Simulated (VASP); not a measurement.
Input:

```
CELL_PARAMETERS angstrom
      0.00000     3.14422     3.14422
      3.14422     0.00000     3.14422
      3.14422     3.14422     0.00000
ATOMIC_POSITIONS crystal
  Ba 0.00000 0.00000 0.00000
  F  0.25000 0.25000 0.25000
  F  0.75000 0.75000 0.75000
```

Calculation: PBE GGA, VASP's PBE PAW potentials (set 64) (plane waves; VASP). Numerical set-up: 520 eV cut-off, Gaussian smearing of 0.050 eV, potentials Ba_sv F.

Unless said otherwise, spin-orbit coupling is left out, though it shifts the bands of the heavy elements here.

Question: Give the energies of bands 7 to 15 at the high-symmetry points, in eV from the valence-band maximum.

Answer: 
```tsv
band	Γ	X	U	L	W
7	-1.37	-1.42	-1.20	-0.99	-1.14
8	-1.37	-0.35	-0.54	-0.99	-0.62
9	-1.37	-0.35	-0.47	-0.62	-0.34
10	-0.06	-0.31	-0.36	-0.35	-0.34
11	-0.06	-0.31	-0.16	-0.17	-0.26
12	-0.06	-0.09	-0.15	-0.17	-0.14
13	6.57	7.16	7.44	8.84	7.46
14	9.02	8.78	9.12	9.00	9.58
15	9.02	10.40	9.71	9.00	9.61
```

The gap is indirect, 6.57 eV, from the valence maximum at K-Γ at 0.43 to the conduction minimum at Γ.

Measured: gap 10.50 eV (computed value off by -3.93 eV), as given by Andrés Aguado et al., Journal of the Physical Society of Japan (1999), arXiv:cond-mat/9901145.

The compound is BaF2 in the fluorite structure. It was relaxed first.
